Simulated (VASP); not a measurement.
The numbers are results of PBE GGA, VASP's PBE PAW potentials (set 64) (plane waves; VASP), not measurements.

VASP input:

File POSCAR:
```
SnTe
1
    0.0000000000     3.1370720000     3.1370720000
    3.1370720000     0.0000000000     3.1370720000
    3.1370720000     3.1370720000     0.0000000000
Sn Te
1 1
Direct
  0.0000000000   0.0000000000   0.0000000000
  0.5000000000   0.5000000000   0.5000000000
```

### INCAR
```
SYSTEM = SnTe
PREC = Accurate
ENCUT = 300
EDIFF = 1E-6
NELM = 100
ALGO = Normal
LREAL = .FALSE.
LASPH = .TRUE.
ISMEAR = 0
SIGMA = 0.2
GGA = PE
LMAXMIX = 4
LWAVE = .FALSE.
LCHARG = .FALSE.
ISIF = 3
IBRION = 2
NSW = 50
EDIFFG = -0.01
```

KPOINTS:
```
Automatic
0
gamma
5 5 5
0 0 0
```

POTCAR, in this order: Sn_d Te (PBE.64 set). Program: vasp_std.

The run wrote:

OSZICAR:
```
       N       E                     dE             d eps       ncg     rms          rms(c)
DAV:   1     0.100286354447E+03    0.10029E+03   -0.73523E+03   280   0.114E+03
DAV:   2    -0.291930392785E+00   -0.10058E+03   -0.98266E+02   310   0.300E+02
DAV:   3    -0.742226821229E+01   -0.71303E+01   -0.71173E+01   376   0.813E+01
DAV:   4    -0.757628384171E+01   -0.15402E+00   -0.15400E+00   334   0.127E+01
DAV:   5    -0.758028869165E+01   -0.40048E-02   -0.40048E-02   412   0.171E+00    0.524E+00
DAV:   6    -0.753234755613E+01    0.47941E-01   -0.11663E-01   386   0.253E+00    0.328E+00
DAV:   7    -0.753311212528E+01   -0.76457E-03   -0.49168E-02   330   0.121E+00    0.727E-01
DAV:   8    -0.753294290664E+01    0.16922E-03   -0.72012E-03   346   0.764E-01    0.183E-01
DAV:   9    -0.753306829894E+01   -0.12539E-03   -0.46665E-04   334   0.244E-01    0.423E-02
DAV:  10    -0.753306460799E+01    0.36909E-05   -0.58603E-05   366   0.790E-02    0.191E-02
DAV:  11    -0.753306684315E+01   -0.22352E-05   -0.26096E-05   292   0.505E-02    0.155E-02
DAV:  12    -0.753306662466E+01    0.21849E-06   -0.24074E-06   260   0.158E-02
   1 F= -.75330666E+01 E0= -.75329334E+01  d E =-.753307E+01
       N       E                     dE             d eps       ncg     rms          rms(c)
DAV:   1    -0.843334995370E+01   -0.90028E+00   -0.21116E+01   334   0.793E+01    0.526E+00
DAV:   2    -0.774829824861E+01    0.68505E+00   -0.10742E+00   340   0.163E+01    0.229E+00
DAV:   3    -0.756952680806E+01    0.17877E+00   -0.54265E-01   340   0.108E+01    0.471E-01
DAV:   4    -0.756483171194E+01    0.46951E-02   -0.99969E-03   280   0.841E-01    0.483E-01
DAV:   5    -0.756211170214E+01    0.27200E-02   -0.23031E-03   346   0.386E-01    0.781E-02
DAV:   6    -0.756206291399E+01    0.48788E-04   -0.27491E-04   340   0.266E-01    0.278E-02
DAV:   7    -0.756206379343E+01   -0.87944E-06   -0.12305E-05   286   0.359E-02    0.520E-03
DAV:   8    -0.756206416857E+01   -0.37514E-06   -0.13951E-06   206   0.100E-02
   2 F= -.75620642E+01 E0= -.75619966E+01  d E =-.289975E-01
       N       E                     dE             d eps       ncg     rms          rms(c)
DAV:   1    -0.759073939759E+01   -0.28676E-01   -0.60149E-01   334   0.120E+01    0.941E-01
DAV:   2    -0.756891170730E+01    0.21828E-01   -0.36583E-02   340   0.306E+00    0.401E-01
DAV:   3    -0.756365552876E+01    0.52562E-02   -0.15741E-02   340   0.188E+00    0.861E-02
DAV:   4    -0.756351861068E+01    0.13692E-03   -0.30707E-04   288   0.148E-01    0.807E-02
DAV:   5    -0.756345533527E+01    0.63275E-04   -0.69112E-05   364   0.633E-02    0.145E-02
DAV:   6    -0.756345455577E+01    0.77950E-06   -0.65522E-06   304   0.420E-02
   3 F= -.75634546E+01 E0= -.75633811E+01  d E =-.303879E-01
```

**OUTCAR**
```
------------------------ aborting loop because EDIFF is reached ----------------------------------------
  FORCE on cell =-STRESS in cart. coord.  units (eV):
  Direction    XX          YY          ZZ          XY          YZ          ZX
  --------------------------------------------------------------------------------------
  Total       -0.0101218     -0.0101218     -0.0101218      0.0000000      0.0000000      0.0000000
  in kB       -0.2472013     -0.2472013     -0.2472013      0.0000000      0.0000000      0.0000000
  external PRESSURE =      -0.2472013 kB  Pullay stress =       0.0000000 kB
  volume of cell :       65.60
      direct lattice vectors                 reciprocal lattice vectors
    -0.000000000  3.201076058  3.201076058    -0.156197476  0.156197476  0.156197476
     3.201076058  0.000000000  3.201076058     0.156197476 -0.156197476  0.156197476
     3.201076058  3.201076058 -0.000000000     0.156197476  0.156197476 -0.156197476
 POSITION                                       TOTAL-FORCE (eV/Angst)
 -----------------------------------------------------------------------------------
      0.00000      0.00000      0.00000         0.000000      0.000000      0.000000
      3.20108      3.20108      3.20108         0.000000      0.000000     -0.000000
 -----------------------------------------------------------------------------------
    total drift:                               -0.000000      0.000000      0.000000
  FREE ENERGIE OF THE ION-ELECTRON SYSTEM (eV)
  ---------------------------------------------------
  free  energy   TOTEN  =        -7.5634545558 eV

  energy  without entropy=       -7.5633075839  energy(sigma->0) =       -7.56338107

 reached required accuracy - stopping structural energy minimisation
```
(Selected blocks of OUTCAR.)

File CONTCAR:
```
SnTe
   1.00000000000000
    -0.0000000000000000    3.2010760584044169    3.2010760584044169
     3.2010760584044169    0.0000000000000000    3.2010760584044169
     3.2010760584044169    3.2010760584044169   -0.0000000000000000
  Sn              Te
     1     1
Direct
     0.0000000000000000    0.0000000000000000    0.0000000000000000
     0.5000000000000000    0.5000000000000000    0.5000000000000000
```

At this cut-off the stress carries a Pulay error, which pulls relaxed volumes low. Energy and stress use the plane-wave basis of the starting cell.

The structure comes from a computed database's SnTe entry; how it stands against other phases isn't given here. This run relaxes it. Symmetry was kept, so distortions that lower it aren't found. The run is one of a series of settings (EDIFFG = -0.01, IBRION = 2, ISIF = 3, NSW = 50 against the base run), some of them coarse on purpose.
